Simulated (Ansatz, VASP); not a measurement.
# AlGaN2 ([0001] superlattice of 2 + 2 bilayers (invented)): VASP beside Ansatz, part 2 of 3

Wanted: the spread between two codes on one cell, functional and k mesh. The cell is generated by rule, not measured, and may not be a known phase. The cell is taken from a series of runs on this material, whose earlier steps may have relaxed, scaled, displaced or heated it; both programs get it as it stands.

VASP 6.6.1 and Ansatz 0.2.0.

So far: The starting structure; Ansatz: relaxation of cell and atoms, r2SCAN, pair 1.

### 3. VASP: relaxation of cell and atoms, r2SCAN, pair 1

Level of this step: r2SCAN; plane waves and PAW (Ga_d, Al, N); invented cell (VASP).

The same cell, functional, mesh and smearing now go to VASP, with its own data sets.

Lines of VASP's logs that name or quote its potential files are left out, and so is its time.

INCAR reads:

```
SYSTEM = AlGaN2
PREC = Accurate
ENCUT = 660
EDIFF = 1E-07
NELM = 120
ISMEAR = 0
SIGMA = 0.02
LREAL = .FALSE.
ALGO = Normal
METAGGA = R2SCAN
LASPH = .TRUE.
NBANDS = 34
LORBIT = 11
LWAVE = .FALSE.
LCHARG = .FALSE.
ISIF = 3
IBRION = 2
NSW = 80
EDIFFG = -0.005
GGA_COMPAT = .FALSE.
NELMIN = 4
EFERMI = MIDGAP
LMIXTAU = .TRUE.
KPAR = 2
```

POSCAR reads:

```
AlGaN2
1.0
    3.1438960000      0.0000000000      0.0000000000
   -1.5719480000      2.7226940000      0.0000000000
    0.0000000000      0.0000000000     10.1769450000
Ga Al N
2 2 4
Direct
    0.3333332721      0.6666665442      0.9963026232
    0.6666667279      0.3333334558      0.2524539535
    0.3333332721      0.6666665442      0.5019916095
    0.6666667279      0.3333334558      0.7455483939
    0.3333332721      0.6666665442      0.1885210149
    0.6666667279      0.3333334558      0.4453754049
    0.3333332721      0.6666665442      0.6881535667
    0.6666667279      0.3333334558      0.9316534579
```

KPOINTS reads:

```
Automatic mesh
0
Gamma
9 9 2
0 0 0
```

Potentials, in the order of the species: Ga_d, Al and N (PBE family, release 64).

Launch:

```bash
$ mpirun -np 2 vasp_std
```

Numbers of over 12 decimals in the logs are rounded to 6 here.

The program printed:

```text
[banner, memory and clock lines left out]
running    2 mpi-ranks, on    1 nodes
 distrk:  each k-point on    1 cores,    2 groups
 distr:  one band on    1 cores,    1 groups

 POSCAR found type information on POSCAR GaAlN
 POSCAR found :  3 types and       8 ions
|                                                                             |
|               ----> ADVICE to this user running VASP <----                  |
|                                                                             |
|     You enforced a specific xc type in the INCAR file but a different       |
|     [... a line on the potential file left out ...]
|     I HOPE YOU KNOW WHAT YOU ARE DOING!                                     |
|                                                                             |

 LDA part: xc-table for (None), standard interpolation
 POSCAR, INCAR and KPOINTS ok, starting setup
 FFT: planning ... GRIDC
 FFT: planning ... GRID_SOFT
 FFT: planning ... GRID
 WAVECAR not read
 entering main loop
       N       E                     dE             d eps       ncg     rms          rms(c)
DAV:   1     0.529907007754E+03    0.52991E+03   -0.28788E+04  1798   0.279E+03
DAV:   2    -0.109569155426E+01   -0.53100E+03   -0.50264E+03  1832   0.677E+02
DAV:   3    -0.948443952171E+02   -0.93749E+02   -0.91685E+02  1884   0.209E+02
DAV:   4    -0.100657160343E+03   -0.58128E+01   -0.57757E+01  2224   0.561E+01
DAV:   5    -0.100805007930E+03   -0.14785E+00   -0.14741E+00  2072   0.861E+00    0.162E+01
DAV:   6    -0.867233497871E+02    0.14082E+02   -0.25946E+01  2568   0.538E+01    0.604E+00
DAV:   7    -0.823303332811E+02    0.43930E+01   -0.37658E+00  2014   0.141E+01    0.395E+00
DAV:   8    -0.856861710274E+02   -0.33558E+01   -0.15446E+00  2024   0.192E+01    0.228E+00
DAV:   9    -0.823226341696E+02    0.33635E+01   -0.11117E+00  1880   0.893E+00    0.125E+00
DAV:  10    -0.821471146120E+02    0.17552E+00   -0.46108E-01  2118   0.746E+00    0.468E-01
DAV:  11    -0.821656916214E+02   -0.18577E-01   -0.63215E-02  2140   0.179E+00    0.329E-01
DAV:  12    -0.821274501799E+02    0.38241E-01   -0.78258E-03  2002   0.747E-01    0.345E-01
DAV:  13    -0.822130401425E+02   -0.85590E-01   -0.31911E-02  1690   0.145E+00    0.221E-01
DAV:  14    -0.822126671133E+02    0.37303E-03   -0.35462E-03  2476   0.571E-01    0.124E-01
[...]
DAV:  23    -0.822127973857E+02   -0.14408E-04   -0.29761E-07  1384   0.121E-02    0.120E-03
DAV:  24    -0.822127923915E+02    0.49942E-05   -0.11104E-07  1168   0.430E-03    0.471E-04
DAV:  25    -0.822127963410E+02   -0.39496E-05   -0.44676E-08   914   0.247E-03    0.311E-04
DAV:  26    -0.822127974431E+02   -0.11021E-05   -0.20880E-08   882   0.190E-03    0.179E-04
DAV:  27    -0.822127976108E+02   -0.16768E-06   -0.12770E-08   878   0.122E-03    0.238E-04
DAV:  28    -0.822127983145E+02   -0.70370E-06   -0.55846E-09   866   0.106E-03    0.128E-04
DAV:  29    -0.822127975491E+02    0.76542E-06   -0.24533E-09   860   0.537E-04    0.571E-05
DAV:  30    -0.822127976349E+02   -0.85824E-07   -0.95368E-10   864   0.272E-04
   1 F= -.82212798E+02 E0= -.82212798E+02  d E =-.822128E+02
[... from here on, the cycles between the ionic steps are left out ...]
   2 F= -.82212960E+02 E0= -.82212960E+02  d E =-.162676E-03
   3 F= -.82213269E+02 E0= -.82213269E+02  d E =-.470970E-03
   4 F= -.82213269E+02 E0= -.82213269E+02  d E =-.470925E-03
   5 F= -.82213397E+02 E0= -.82213397E+02  d E =-.128674E-03
   6 F= -.82213430E+02 E0= -.82213430E+02  d E =-.161830E-03
   7 F= -.82213429E+02 E0= -.82213429E+02  d E =0.116973E-05
 trial-energy change:    0.000001  1 .order    0.000000   -0.000030    0.000031
 step:   0.5114(harm=  0.5366)  dis= 0.00029  next Energy=   -82.213437 (dE=-0.709E-05)
 bond charge predicted
       N       E                     dE             d eps       ncg     rms          rms(c)
DAV:   1    -0.822134440834E+02   -0.14794E-04   -0.15869E-03  1698   0.312E-01    0.205E-02
DAV:   2    -0.822134394029E+02    0.46804E-05   -0.78172E-05  2240   0.120E-01    0.107E-02
DAV:   3    -0.822134371366E+02    0.22663E-05   -0.10277E-05  2736   0.514E-02    0.351E-03
DAV:   4    -0.822134369600E+02    0.17661E-06   -0.44526E-06  2100   0.196E-02    0.165E-03
DAV:   5    -0.822134367470E+02    0.21300E-06   -0.89015E-07  1990   0.904E-03    0.118E-03
DAV:   6    -0.822134370630E+02   -0.31603E-06   -0.20520E-07  1274   0.512E-03    0.446E-04
DAV:   7    -0.822134370744E+02   -0.11358E-07   -0.80119E-08  1024   0.283E-03
   8 F= -.82213437E+02 E0= -.82213437E+02  d E =-.668460E-05
 curvature:  -0.31 expect dE=-0.441E-06 dE for cont linesearch -0.868E-08
 trial: gam= 0.00843 g(F)=  0.710E-06 g(S)=  0.712E-06 ort = 0.955E-06 (trialstep = 0.967E+00)
 search vector abs. value=  0.144E-05
 reached required accuracy - stopping structural energy minimisation
```

From OUTCAR (step 3):

```text
ion  position               nearest neighbor table
   1  0.333  0.667  0.996-   8 1.93   8 1.93   8 1.93   5 1.96   4 3.13   4 3.13   4 3.13
   2  0.667  0.333  0.252-   5 1.93   5 1.93   5 1.93   6 1.96   3 3.12   3 3.12   3 3.12
   3  0.333  0.667  0.502-   7 1.89   6 1.90   6 1.90   6 1.90   4 3.07   4 3.07   4 3.07   2 3.12
                             2 3.12   2 3.12
   4  0.667  0.333  0.746-   8 1.89   7 1.91   7 1.91   7 1.91   3 3.07   3 3.07   3 3.07   1 3.13
                             1 3.13   1 3.13
   5  0.333  0.667  0.189-   2 1.93   2 1.93   2 1.93   1 1.96
   6  0.667  0.333  0.445-   3 1.90   3 1.90   3 1.90   2 1.96
   7  0.333  0.667  0.688-   3 1.89   4 1.91   4 1.91   4 1.91
   8  0.667  0.333  0.932-   4 1.89   1 1.93   1 1.93   1 1.93

  LATTYP: Found a hexagonal cell.
 ALAT       =     3.1438960000
 C/A-ratio  =     3.2370488718

 Subroutine GETGRP returns: Found  6 space group operations
 (whereof  6 operations were pure point group operations)

The static configuration has the point symmetry C_3v.

 Found     24 irreducible k-points:

   k-points           NKPTS =     24   k-points in BZ     NKDIM =     24   number of bands    NBANDS=     34

   dimension x,y,z NGX =    28 NGY =   28 NGZ =   90
   dimension x,y,z NGXF=    56 NGYF=   56 NGZF=  180

   ENCUT  =  660.0 eV  48.51 Ry    6.96 a.u.   6.59  6.59 21.32*2*pi/ulx,y,z

   NELECT =      52.0000    total number of electrons

 k-points in reciprocal lattice and weights: Automatic mesh
   0.00000000  0.00000000  0.00000000       0.006
   0.11111111  0.00000000  0.00000000       0.037
   0.22222222  0.00000000  0.00000000       0.037
   0.33333333  0.00000000  0.00000000       0.037
   0.44444444  0.00000000  0.00000000       0.037
   0.11111111  0.11111111  0.00000000       0.037
   0.22222222  0.11111111  0.00000000       0.074
   0.33333333  0.11111111  0.00000000       0.074
   0.44444444  0.11111111  0.00000000       0.037
[...]
0.33333333  0.22222222  0.50000000       0.074
   0.33333333  0.33333333  0.50000000       0.012

 average (electrostatic) potential at core
       1 -67.4604       2 -67.5758       3 -75.4230       4 -75.3405       5 -64.2197
       6 -63.8142       7 -63.4985       8 -63.9016

 E-fermi :   7.2769

 k-point     1 :       0.0000    0.0000    0.0000
  band No.  band energies     occupation
    ...
     22       5.1495      2.00000
     23       5.1495      2.00000
     24       5.4506      2.00000
     25       5.6541      2.00000
     26       5.6541      2.00000
     27       8.8997      0.00000
     28      10.8968      0.00000
     29      11.5607      0.00000
     30      12.2257      0.00000
     31      15.3275      0.00000
    ...

 k-point     2 :       0.1111    0.0000    0.0000
  band No.  band energies     occupation
    ...
     22       4.5725      2.00000
     23       4.8303      2.00000
     24       4.9410      2.00000
     25       5.3619      2.00000
     26       5.5187      2.00000
     27       9.6527      0.00000
     28      11.5163      0.00000
     29      12.0338      0.00000
     30      12.6972      0.00000
     31      14.9079      0.00000
    ...

 k-point     3 :       0.2222    0.0000    0.0000
  band No.  band energies     occupation
    ...
     22       3.7418      2.00000
     23       4.2934      2.00000
     24       4.4768      2.00000
     25       5.0201      2.00000
     26       5.1930      2.00000
     27      10.7933      0.00000
     28      11.9961      0.00000
     29      12.3234      0.00000
     30      13.0960      0.00000
     31      14.0093      0.00000
    ...

  Total        0.0060653      0.0060653     -0.0066685     -0.0000000      0.0000000      0.0000000
  in kB        0.1113138      0.1113138     -0.1223839     -0.0000000      0.0000000      0.0000000
  external PRESSURE =       0.0334145 kB  Pullay stress =       0.0000000 kB

  energy-cutoff  :      660.00
  volume of cell :       87.30
      direct lattice vectors                 reciprocal lattice vectors
     3.145788289 -0.000000000  0.000000000     0.317885346  0.183531177  0.000000000
    -1.572894144  2.724332770 -0.000000000     0.000000000  0.367062354  0.000000000
     0.000000000 -0.000000000 10.186529858     0.000000000  0.000000000  0.098168858

 POSITION                                       TOTAL-FORCE (eV/Angst)
 -----------------------------------------------------------------------------------
      0.00000      1.81622     10.14670         0.000000      0.000000     -0.001847
      1.57289      0.90811      2.57352        -0.000000     -0.000000      0.000061
      0.00000      1.81622      5.11635         0.000000      0.000000     -0.001552
      1.57289      0.90811      7.59306         0.000000      0.000000     -0.001343
      0.00000      1.81622      1.91978        -0.000000     -0.000000      0.001650
      1.57289      0.90811      4.54169        -0.000000     -0.000000      0.001350
      0.00000      1.81622      7.00993        -0.000000      0.000000      0.000086
      1.57289      0.90811      9.48498        -0.000000      0.000000      0.001595
 -----------------------------------------------------------------------------------
    total drift:                                0.000001      0.000001      0.002019

  FREE ENERGIE OF THE ION-ELECTRON SYSTEM (eV)
  ---------------------------------------------------
  free  energy   TOTEN  =       -82.2134370744 eV

  energy  without entropy=      -82.2134370744  energy(sigma->0) =      -82.21343707

 reached required accuracy - stopping structural energy minimisation

 total charge
# of ion       s       p       d       tot
------------------------------------------
    1        0.756   0.895  10.204  11.856
    2        0.758   0.902  10.205  11.865
    3        0.365   0.441   0.000   0.806
    4        0.364   0.437   0.000   0.800
    5        1.229   2.558   0.000   3.786
    6        1.226   2.617   0.000   3.844
    7        1.226   2.651   0.000   3.876
    8        1.228   2.590   0.000   3.818
--------------------------------------------------
tot          7.152  13.090  20.409  40.651

[... 3 further parts left out ...]
```

### 4. Side by side

Known differences besides the potentials themselves: VASP keeps PBE cores, Ansatz makes them for the functional; the cutoff is 600 eV in Ansatz and 660 eV in VASP; Ansatz adds a Pulay correction to the stress that steers its cell, VASP none. Total energies have different zeros and are not compared.

The two programs side by side:

```csv
quantity,Ansatz,VASP,difference
volume (Å³),87.12,87.30,-0.21 %
"edge a after relaxation, in the typed setting (Å)",3.144,3.146,-0.06 %
"edge c after relaxation, in the typed setting (Å)",10.177,10.187,-0.09 %
```

### 5. Ansatz: relaxation of cell and atoms, r2SCAN, pair 2

The relaxed volume is the usual yardstick between codes: in a stiff, nearly cubic crystal its relative difference is about their pressure difference at one cell divided by the bulk modulus.

The cell is taken from a series of runs on this material, whose earlier steps may have relaxed, scaled, displaced or heated it; both programs get it as it stands.

input.yaml reads:

```yaml
crystal:
  lattice:
    - [3.1439914641, 0.0, 0.0]
    - [-1.5719957321, 2.7227764772, 0.0]
    - [0.0, 0.0, 10.1769334147]
  atoms:
    - { symbol: Ga, position: [0.3333333333, 0.6666666667, -0.003702704] }
    - { symbol: Ga, position: [0.6666666667, 0.3333333333, 0.2524574177] }
    - { symbol: Al, position: [0.3333333333, 0.6666666667, 0.5019902033] }
    - { symbol: Al, position: [0.6666666667, 0.3333333333, 0.7455385888] }
    - { symbol: "N", position: [0.3333333333, 0.6666666667, 0.1885369775] }
    - { symbol: "N", position: [0.6666666667, 0.3333333333, 0.4454033715] }
    - { symbol: "N", position: [0.3333333333, 0.6666666667, 0.6881471816] }
    - { symbol: "N", position: [0.6666666667, 0.3333333333, 0.9316289637] }
kpoints:
  mp_grid: { grid: [9, 9, 2] }
hamiltonian:
  xc: r2scan
  pseudopotentials: { kind: paw, azcp: { folder: soft_1 } }
scf:
  occupations: { method: fixed }
output:
  forces: true
  stress: true
  eigenvalues: true
basis:
  ecutwfc: 600.0
relax:
  adjacent_minimum: "off"
  f_tol: 0.001
  max_steps: 60
  cell: { stress_tol: 0.01 }
```

Launch:

```bash
$ ansatz run input.yaml --threads 4 --pin off --max-ram 10240MiB --backend cpu --events-out ev --progress --plain --runs-dir out
```

The program printed:

```text
[...]
Crystal: 8 atoms, lattice volume = 87.118 Å³
Basis set: ecut = 600 eV, 2885 PW (Γ), exchange–correlation on 108×108×360 points (64 copies of the dense FFT grid, shifted against one another)
Bands: 34, of which v1, the nominal top of the filled ones, is band 26 counted from 1 (25 counted from 0)
Symmetry: 6 space group operations
[...]
atoms:
    - { symbol: Ga, position: [0.333333, 0.666667, -0.0037156] }
    - { symbol: Ga, position: [0.666667, 0.333333, 0.252450] }
    - { symbol: Al, position: [0.333333, 0.666667, 0.501998] }
    - { symbol: Al, position: [0.666667, 0.333333, 0.745540] }
    - { symbol: N, position: [0.333333, 0.666667, 0.188542] }
    - { symbol: N, position: [0.666667, 0.333333, 0.445422] }
    - { symbol: N, position: [0.333333, 0.666667, 0.688150] }
    - { symbol: N, position: [0.666667, 0.333333, 0.931613] }
[key lines of the parts left out:]
SCF converged after 6 iterations
Free energy (F): -10209.706031 eV
Fermi energy:    8.428844 eV
P = ⅓ Tr σ = -0.0000 GPa (-0.000 kbar)
```

### 6. VASP: relaxation of cell and atoms, r2SCAN, pair 2

The same cell, functional and mesh now go to VASP, with its own data sets.

INCAR: that of step 3 with these lines changed.

```diff
@@ -6,3 +6,3 @@
 ISMEAR = 0
-SIGMA = 0.02
+SIGMA = 0.01
 LREAL = .FALSE.
```

POSCAR reads:

```
AlGaN2
1.0
    3.1439910000      0.0000000000      0.0000000000
   -1.5719960000      2.7227760000      0.0000000000
    0.0000000000      0.0000000000     10.1769330000
Ga Al N
2 2 4
Direct
    0.3333334394      0.6666666667      0.9962973128
    0.6666668787      0.3333333333      0.2524573956
    0.3333334394      0.6666666667      0.5019902362
    0.6666668787      0.3333333333      0.7455386608
    0.3333334394      0.6666666667      0.1885369590
    0.6666668787      0.3333333333      0.4454033450
    0.3333334394      0.6666666667      0.6881472051
    0.6666668787      0.3333333333      0.9316290085
```

KPOINTS is that of step 3.

Launch:

```bash
$ mpirun -np 2 vasp_std
```

The program printed:

```text
[banner, memory and clock lines left out]
running    2 mpi-ranks, on    1 nodes
[...]
[... a notice as in an earlier step ...]

 LDA part: xc-table for (None), standard interpolation
 POSCAR, INCAR and KPOINTS ok, starting setup
[...]
entering main loop
       N       E                     dE             d eps       ncg     rms          rms(c)
DAV:   1     0.529892566672E+03    0.52989E+03   -0.28787E+04  1798   0.279E+03
DAV:   2    -0.109950458666E+01   -0.53099E+03   -0.50268E+03  1832   0.677E+02
DAV:   3    -0.948449046546E+02   -0.93745E+02   -0.91682E+02  1884   0.209E+02
DAV:   4    -0.100657361222E+03   -0.58125E+01   -0.57754E+01  2224   0.561E+01
[...]
DAV:  29    -0.822128487064E+02    0.72467E-06   -0.23558E-09   866   0.593E-04    0.504E-05
DAV:  30    -0.822128488724E+02   -0.16606E-06   -0.11102E-09   858   0.299E-04    0.305E-05
DAV:  31    -0.822128488220E+02    0.50445E-07   -0.30991E-10   864   0.227E-04
   1 F= -.82212849E+02 E0= -.82212849E+02  d E =-.822128E+02
[... from here on, the cycles between the ionic steps are left out ...]
   2 F= -.82213003E+02 E0= -.82213003E+02  d E =-.154621E-03
   3 F= -.82213281E+02 E0= -.82213281E+02  d E =-.431828E-03
   4 F= -.82213281E+02 E0= -.82213281E+02  d E =-.431799E-03
   5 F= -.82213400E+02 E0= -.82213400E+02  d E =-.119555E-03
   6 F= -.82213430E+02 E0= -.82213430E+02  d E =-.149523E-03
   7 F= -.82213430E+02 E0= -.82213430E+02  d E =0.547619E-06
   8 F= -.82213436E+02 E0= -.82213436E+02  d E =-.605114E-05
[...]
reached required accuracy - stopping structural energy minimisation
```

Parts of OUTCAR (step 6):

```text
  Total        0.0048173      0.0048173     -0.0077396     -0.0000000      0.0000000     -0.0000000
  in kB        0.0884080      0.0884080     -0.1420386     -0.0000000      0.0000000     -0.0000000
  external PRESSURE =       0.0115924 kB  Pullay stress =       0.0000000 kB

 POSITION                                       TOTAL-FORCE (eV/Angst)
 -----------------------------------------------------------------------------------
     -0.00000      1.81623     10.14677        -0.000000     -0.000000     -0.002164
      1.57290      0.90811      2.57352        -0.000000     -0.000000      0.000007
     -0.00000      1.81623      5.11635        -0.000000     -0.000000     -0.001127
      1.57290      0.90811      7.59311        -0.000000     -0.000000     -0.001502
     -0.00000      1.81623      1.91978        -0.000000     -0.000000      0.001853
      1.57290      0.90811      4.54168         0.000000      0.000000      0.001537
     -0.00000      1.81623      7.00995         0.000000     -0.000000      0.000111
      1.57290      0.90811      9.48505        -0.000000      0.000000      0.001286
 -----------------------------------------------------------------------------------
    total drift:                               -0.001453      0.000001      0.002028

  FREE ENERGIE OF THE ION-ELECTRON SYSTEM (eV)
  ---------------------------------------------------
  free  energy   TOTEN  =       -82.2134361950 eV

  energy  without entropy=      -82.2134361950  energy(sigma->0) =      -82.21343619

[... 2 parts as in an earlier step ...]

[... 2 further parts left out ...]
[key lines of the parts left out:]
E-fermi :   7.2767
```

### 7. Comparison

What differs besides the data sets and the points named for the pairs above, as far as they apply: fixed occupations in Ansatz, narrow Gaussian smearing in VASP. Total energies have different zeros and are not compared.

The two programs side by side:

```csv
quantity,Ansatz,VASP,difference
volume (Å³),87.12,87.30,-0.21 %
"edge a after relaxation, in the typed setting (Å)",3.144,3.146,-0.06 %
"edge c after relaxation, in the typed setting (Å)",10.177,10.187,-0.09 %
```

[end of part 2 of 3]

[Lines on the potential files, build, host, timing and source positions are cut from VASP's logs without a mark.]

[Logs are printed without paths, hosts, clocks, repeated set-up lines and the standing remarks that a program may print on its own settings, such as how far it seeks lower states.]

[Hosts, paths, dates, database ids (printed as entryN), source tags and the programs' standing remarks are cut or masked in the printed files.]
